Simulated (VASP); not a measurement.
Ag (relaxed from the bcc structure, space group Im-3m): computed properties

Method: PBEsol GGA, VASP's PBE PAW potentials (set 64) (plane waves; VASP).

| Quantity | Result |
|---|---|
| space group | Im-3m (229) |
| cell | a = 3.221 Å, b = 3.221 Å, c = 3.221 Å, α = 90.00°, β = 90.00°, γ = 90.00° |
| volume per atom | 16.72 Å³/atom |
| band gap (over mesh and band path) | none (metal, semimetal or under 0.01 eV) |
| density | 10.72 g/cm³ |

```cif
data_Ag2
_chemical_formula_sum 'Ag2'
_space_group_name_H-M_alt 'Im-3m'
_space_group_IT_number 229
_space_group_name_Hall '-I 4 2 3'
_cell_length_a 3.22145
_cell_length_b 3.22145
_cell_length_c 3.22145
_cell_angle_alpha 90.000
_cell_angle_beta 90.000
_cell_angle_gamma 90.000
loop_
_atom_site_label
_atom_site_type_symbol
_atom_site_symmetry_multiplicity
_atom_site_Wyckoff_symbol
_atom_site_fract_x
_atom_site_fract_y
_atom_site_fract_z
_atom_site_occupancy
Ag1 Ag 2 a 0.00000 0.00000 0.00000 1
```
(The calculation used a cell of 1 atom; values per cell refer to that cell.)

The structure was generated: Ag was put into the bcc type (Im-3m), which need not be its known phase. It was relaxed first. Symmetry was kept, so distortions that lower it aren't found.
